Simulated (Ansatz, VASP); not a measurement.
# HfO2: VASP beside Ansatz, part 2 of 3

Wanted: the spread between two codes on one cell, functional and k mesh. The cell is taken from a series of runs on this material, whose earlier steps may have relaxed, scaled, displaced or heated it; both programs get it as it stands.

VASP 6.6.1 and Ansatz 0.2.0.

So far: Starting point; Ansatz: zone-centre phonons, PBE.

## (3) VASP: zone-centre phonons, PBE

Level of this step: PBE; plane waves and PAW (O, Hf_pv) (VASP).

The same cell, functional and mesh now go to VASP, with its own data sets.

Lines of VASP's logs that name or quote its potential files are left out, and so is its time.

The input, INCAR:

```
SYSTEM = HfO2
PREC = Accurate
ENCUT = 600
EDIFF = 1E-08
NELM = 120
ISMEAR = 0
SIGMA = 0.01
LREAL = .FALSE.
ALGO = Normal
GGA = PE
NBANDS = 28
LASPH = .TRUE.
LORBIT = 11
LWAVE = .FALSE.
LCHARG = .FALSE.
ISIF = 2
IBRION = 8
LEPSILON = .TRUE.
GGA_COMPAT = .FALSE.
EFERMI = MIDGAP
KPAR = 2
```

The input, POSCAR:

```
HfO2
1.0
    3.5489131096      0.0000000000      0.0000000000
    0.0000000000      3.5489131096      0.0000000000
    0.0000000000      0.0000000000      5.1063143887
O Hf
4 2
Direct
    0.0000000000      0.5000000000      0.7069029177
    0.5000000000      0.0000000000      0.7930970823
    0.5000000000      0.0000000000      0.2930970823
    0.0000000000      0.5000000000      0.2069029177
    0.5000000000      0.5000000000      0.5000000000
    0.0000000000      0.0000000000      0.0000000000
```

The input, KPOINTS:

```
Automatic mesh
0
Gamma
8 8 4
0 0 0
```

The projector-augmented-wave data sets are O and Hf_pv (PBE family, release 64).

On the command line:

```console
mpirun -np 2 vasp_std
```

Log:

```text
[banner, memory and clock lines left out]
running    2 mpi-ranks, on    1 nodes
 distrk:  each k-point on    1 cores,    2 groups
 distr:  one band on    1 cores,    1 groups

 POSCAR found type information on POSCAR O Hf
 POSCAR found :  2 types and       6 ions
 LDA part: xc-table for (Slater+PW92), standard interpolation
 POSCAR, INCAR and KPOINTS ok, starting setup
 FFT: planning ... GRIDC
 FFT: planning ... GRID_SOFT
 FFT: planning ... GRID
 WAVECAR not read
 entering main loop
       N       E                     dE             d eps       ncg     rms          rms(c)
DAV:   1     0.275893810186E+03    0.27589E+03   -0.27525E+04  2520   0.176E+03
DAV:   2    -0.575343537350E+02   -0.33343E+03   -0.32331E+03  3232   0.407E+02
DAV:   3    -0.716244321942E+02   -0.14090E+02   -0.14048E+02  2996   0.766E+01
DAV:   4    -0.717614472949E+02   -0.13702E+00   -0.13692E+00  3332   0.831E+00
DAV:   5    -0.717625591038E+02   -0.11118E-02   -0.11116E-02  3168   0.704E-01    0.749E+01
DAV:   6    -0.607878765969E+02    0.10975E+02   -0.57780E+01  2848   0.423E+01    0.629E+01
DAV:   7    -0.606537760654E+02    0.13410E+00   -0.23353E+00  3100   0.105E+01    0.371E+01
DAV:   8    -0.606451718626E+02    0.86042E-02   -0.23518E-01  3080   0.402E+00    0.697E+00
DAV:   9    -0.606277492273E+02    0.17423E-01   -0.74211E-02  2860   0.183E+00    0.260E+00
DAV:  10    -0.606271888236E+02    0.56040E-03   -0.75273E-03  3112   0.579E-01    0.109E-01
DAV:  11    -0.606272472710E+02   -0.58447E-04   -0.49597E-04  3068   0.149E-01    0.170E-01
DAV:  12    -0.606272761026E+02   -0.28832E-04   -0.65046E-05  3168   0.480E-02    0.146E-01
DAV:  13    -0.606272782320E+02   -0.21294E-05   -0.30858E-06  2968   0.124E-02    0.735E-03
DAV:  14    -0.606272787045E+02   -0.47245E-06   -0.38124E-07  3092   0.382E-03    0.909E-03
DAV:  15    -0.606272786142E+02    0.90266E-07   -0.11884E-07  3192   0.200E-03    0.244E-04
DAV:  16    -0.606272786351E+02   -0.20844E-07   -0.29601E-09  1796   0.392E-04    0.134E-04
DAV:  17    -0.606272786385E+02   -0.34115E-08   -0.70174E-10  1696   0.171E-04
   1 F= -.60627279E+02 E0= -.60627279E+02  d E =0.000000E+00
 Linear response reoptimize wavefunctions to high precision
DAV:   1    -0.606272786344E+02    0.40873E-08   -0.11560E-10  1664   0.787E-05
DAV:   2    -0.606272786344E+02   -0.49567E-10   -0.22163E-11  1620   0.278E-05
 Linear response G [H, r] |phi>, progress :
  Direction:   1
       N       E                     dE             d eps       ncg     rms
RMM:   1    -0.185697064761E+03   -0.18570E+03    0.13211E+03  3727   0.230E+02
RMM:   2    -0.179661901119E+03    0.60352E+01   -0.65180E+01  4047   0.397E+01
RMM:   3    -0.180306077276E+03   -0.64418E+00   -0.49608E+00  4735   0.679E+00
RMM:   4    -0.180329447641E+03   -0.23370E-01   -0.27704E-01  5088   0.148E+00
RMM:   5    -0.180329254156E+03    0.19348E-03   -0.21462E-02  4963   0.361E-01
RMM:   6    -0.180329388861E+03   -0.13470E-03   -0.20883E-03  5112   0.845E-02
RMM:   7    -0.180329357850E+03    0.31011E-04    0.12216E-04  5008   0.253E-02
RMM:   8    -0.180329328659E+03    0.29191E-04   -0.24735E-06  4847   0.101E-02
RMM:   9    -0.180329333599E+03   -0.49402E-05   -0.28056E-04  4389   0.657E-03
RMM:  10    -0.180329359514E+03   -0.25916E-04   -0.26508E-04  4349   0.573E-03
RMM:  11    -0.180329357667E+03    0.18477E-05   -0.35490E-04  4045   0.553E-03
RMM:  12    -0.180329354035E+03    0.36314E-05   -0.63095E-04  3652   0.548E-03
RMM:  13    -0.180329376051E+03   -0.22015E-04   -0.53246E-04  3464   0.545E-03
 Linear response G [H, r] |phi>, progress :
  Direction:   2
       N       E                     dE             d eps       ncg     rms
RMM:   1    -0.182832506219E+03   -0.18283E+03    0.15619E+03  3694   0.237E+02
RMM:   2    -0.174986632392E+03    0.78459E+01   -0.80583E+01  4049   0.429E+01
RMM:   3    -0.175754782061E+03   -0.76815E+00   -0.55817E+00  4734   0.767E+00
RMM:   4    -0.175793354295E+03   -0.38572E-01   -0.36114E-01  5084   0.171E+00
RMM:   5    -0.175792358822E+03    0.99547E-03   -0.25085E-02  4929   0.416E-01
RMM:   6    -0.175792473751E+03   -0.11493E-03   -0.13735E-03  5136   0.106E-01
RMM:   7    -0.175792534228E+03   -0.60477E-04    0.17857E-04  5059   0.314E-02
RMM:   8    -0.175792509073E+03    0.25154E-04    0.67193E-04  4833   0.123E-02
RMM:   9    -0.175792511940E+03   -0.28667E-05    0.25073E-04  4581   0.833E-03
RMM:  10    -0.175792503659E+03    0.82810E-05    0.46310E-04  4319   0.723E-03
RMM:  11    -0.175792510088E+03   -0.64286E-05    0.63659E-04  4131   0.694E-03
RMM:  12    -0.175792504637E+03    0.54509E-05    0.51552E-04  3684   0.682E-03
RMM:  13    -0.175792521166E+03   -0.16529E-04    0.34511E-04  3484   0.679E-03
 Linear response G [H, r] |phi>, progress :
  Direction:   3
       N       E                     dE             d eps       ncg     rms
RMM:   1    -0.183387931454E+03   -0.18339E+03    0.13163E+03  3940   0.226E+02
[...]
change of polarisation eV/A/(eV/A) component  3 :    -0.036     0.020     1.357
 dielectric tensor                  component  3 :    -0.102     0.056     4.819
 Linear response DOF=           5
 Linear response progress:
  Degree of freedom:   1/  5
       N       E                     dE             d eps       ncg     rms          rms(c)
[...]
first order change of Fermi-energy   0.81048E-04
 force on displaced ion       1 direction 2 :   0.000  -7.162   0.003
 Born effective charge ion    1 direction 2 :   0.000  -2.186   0.000
 Linear response progress:
  Degree of freedom:   3/  5
       N       E                     dE             d eps       ncg     rms          rms(c)
RMM:   1    -0.386992321823E+00   -0.38699E+00    0.25393E-01  8675   0.318E+00
RMM:   2    -0.375491413062E+00    0.11501E-01   -0.16088E-02  6800   0.592E-01    0.956E-01
RMM:   3    -0.376903365599E+00   -0.14120E-02   -0.20075E-03  6797   0.195E-01    0.515E-01
RMM:   4    -0.378981200314E+00   -0.20778E-02   -0.12825E-03  6810   0.161E-01    0.797E-02
RMM:   5    -0.378939843846E+00    0.41356E-04   -0.10330E-04  6961   0.391E-02    0.258E-02
RMM:   6    -0.378951938613E+00   -0.12095E-04   -0.10707E-05  7312   0.938E-03    0.119E-02
RMM:   7    -0.378955818014E+00   -0.38794E-05    0.55999E-07  7365   0.390E-03    0.552E-03
RMM:   8    -0.378928101017E+00    0.27717E-04    0.14140E-06  7089   0.278E-03    0.197E-03
RMM:   9    -0.378932082003E+00   -0.39810E-05   -0.16608E-07  7568   0.632E-04    0.772E-04
RMM:  10    -0.378936745872E+00   -0.46639E-05   -0.33871E-07  7242   0.464E-04    0.278E-04
RMM:  11    -0.378936179434E+00    0.56644E-06    0.36012E-08  7589   0.238E-04    0.105E-04
RMM:  12    -0.378936196508E+00   -0.17074E-07   -0.27231E-07  7872   0.155E-04    0.361E-05
RMM:  13    -0.378936217118E+00   -0.20609E-07   -0.30746E-09  8075   0.138E-04    0.253E-05
RMM:  14    -0.378936258222E+00   -0.41105E-07    0.46425E-08  8075   0.135E-04    0.319E-06
RMM:  15    -0.378936257508E+00    0.71462E-09    0.11069E-07  7244   0.131E-04    0.105E-06
RMM:  16    -0.378936254054E+00    0.34540E-08    0.66089E-08  6314   0.130E-04    0.952E-07
 first order change of Fermi-energy   0.39994E+00
 force on displaced ion       1 direction 3 :   0.000   0.000 -14.615
 Born effective charge ion    1 direction 3 :   0.000   0.000  -2.484
 Linear response progress:
  Degree of freedom:   4/  5
       N       E                     dE             d eps       ncg     rms          rms(c)
RMM:   1    -0.238366842854E+00   -0.23837E+00    0.23734E+00  6150   0.861E+00
RMM:   2    -0.230690667064E+00    0.76762E-02   -0.38860E-02  7597   0.107E+00    0.955E-01
RMM:   3    -0.230100572550E+00    0.59009E-03   -0.12862E-03  8601   0.161E-01    0.564E-01
RMM:   4    -0.229238407809E+00    0.86216E-03   -0.31407E-04  9825   0.856E-02    0.144E-01
RMM:   5    -0.229022953730E+00    0.21545E-03   -0.37391E-05 10334   0.248E-02    0.216E-02
RMM:   6    -0.229042963209E+00   -0.20009E-04   -0.71673E-06  9939   0.106E-02    0.192E-02
RMM:   7    -0.229036991145E+00    0.59721E-05    0.78399E-06 10681   0.307E-03    0.109E-02
RMM:   8    -0.229029453141E+00    0.75380E-05   -0.46262E-06  9699   0.158E-03    0.816E-04
RMM:   9    -0.229029932519E+00   -0.47938E-06    0.31998E-07 10702   0.582E-04    0.551E-04
RMM:  10    -0.229029926136E+00    0.63826E-08   -0.92706E-07 10693   0.338E-04    0.671E-05
RMM:  11    -0.229030061184E+00   -0.13505E-06   -0.20209E-08 10852   0.230E-04    0.125E-04
RMM:  12    -0.229030058641E+00    0.25427E-08   -0.25673E-07 11119   0.186E-04    0.934E-05
RMM:  13    -0.229030095658E+00   -0.37017E-07   -0.95221E-08 10852   0.164E-04    0.458E-05
RMM:  14    -0.229030098261E+00   -0.26035E-08   -0.18592E-07 10862   0.152E-04    0.165E-05
RMM:  15    -0.229030090470E+00    0.77913E-08    0.19079E-07  9682   0.148E-04    0.165E-05
RMM:  16    -0.229030112308E+00   -0.21838E-07   -0.12075E-07  8732   0.145E-04    0.581E-06
RMM:  17    -0.229030106616E+00    0.56917E-08    0.11832E-07  8928   0.144E-04    0.335E-06
RMM:  18    -0.229030110302E+00   -0.36855E-08   -0.16539E-07  8494   0.143E-04    0.575E-06
RMM:  19    -0.229030113464E+00   -0.31615E-08    0.62603E-08  9209   0.143E-04    0.260E-06
 first order change of Fermi-energy  -0.29900E-04
 force on displaced ion       5 direction 1 : -10.376   0.000  -0.002
 Born effective charge ion    5 direction 1 :   5.507   0.000  -0.000
 Linear response progress:
  Degree of freedom:   5/  5
       N       E                     dE             d eps       ncg     rms          rms(c)
RMM:   1    -0.260374235691E+00   -0.26037E+00    0.23010E+00  5389   0.852E+00
RMM:   2    -0.250264697795E+00    0.10110E-01   -0.41701E-02  6364   0.115E+00    0.830E-01
RMM:   3    -0.249177725650E+00    0.10870E-02   -0.30445E-03  7558   0.216E-01    0.527E-01
RMM:   4    -0.248093635897E+00    0.10841E-02   -0.89274E-04  7332   0.176E-01    0.180E-01
RMM:   5    -0.247861153613E+00    0.23248E-03   -0.19873E-04  8880   0.545E-02    0.353E-02
RMM:   6    -0.247921188731E+00   -0.60035E-04   -0.16798E-05  7717   0.217E-02    0.227E-02
RMM:   7    -0.247937490664E+00   -0.16302E-04    0.12897E-06  8777   0.615E-03    0.207E-02
RMM:   8    -0.247941471425E+00   -0.39808E-05   -0.51589E-06  7235   0.454E-03    0.615E-03
RMM:   9    -0.247945024974E+00   -0.35535E-05   -0.38070E-06  8090   0.172E-03    0.439E-04
RMM:  10    -0.247945493374E+00   -0.46840E-06   -0.11743E-06  8286   0.631E-04    0.317E-04
RMM:  11    -0.247945490646E+00    0.27283E-08   -0.28397E-07  8748   0.313E-04    0.205E-04
RMM:  12    -0.247945924645E+00   -0.43400E-06    0.65334E-07  7782   0.303E-04    0.179E-04
RMM:  13    -0.247945973244E+00   -0.48599E-07    0.74294E-07  8970   0.207E-04    0.518E-05
RMM:  14    -0.247945996244E+00   -0.23000E-07    0.14254E-06  8601   0.180E-04    0.138E-05
[...]
RMM:  19    -0.247946042282E+00   -0.87457E-08    0.13802E-06  6656   0.161E-04    0.585E-07
RMM:  20    -0.247946044551E+00   -0.22699E-08    0.14866E-06  6158   0.161E-04    0.379E-07
RMM:  21    -0.247946046350E+00   -0.17987E-08    0.13491E-06  6328   0.161E-04    0.327E-07
RMM:  22    -0.247946049083E+00   -0.27331E-08    0.14387E-06  6037   0.161E-04    0.294E-07
RMM:  23    -0.247946046667E+00    0.24167E-08    0.13718E-06  6032   0.161E-04    0.229E-07
RMM:  24    -0.247946050164E+00   -0.34973E-08    0.14380E-06  6016   0.161E-04    0.192E-07
RMM:  25    -0.247946047797E+00    0.23668E-08    0.13615E-06  6021   0.161E-04    0.217E-07
RMM:  26    -0.247946051677E+00   -0.38798E-08    0.14153E-06  6042   0.161E-04    0.224E-07
 first order change of Fermi-energy  -0.55433E-04
 force on displaced ion       5 direction 3 :   0.000   0.000 -26.317
 Born effective charge ion    5 direction 3 :   0.000   0.000   4.964
 Born effective charges drift removed
 Linear response finished
```

(Part 2 of 3 ends here.)

[Lines on the potential files, build, host, timing and source positions are cut from VASP's logs without a mark.]

[Logs are printed without paths, hosts, clocks, repeated set-up lines and the standing remarks that a program may print on its own settings, such as how far it seeks lower states.]

[Hosts, paths, dates, database ids (printed as entryN), source tags and the programs' standing remarks are cut or masked in the printed files.]
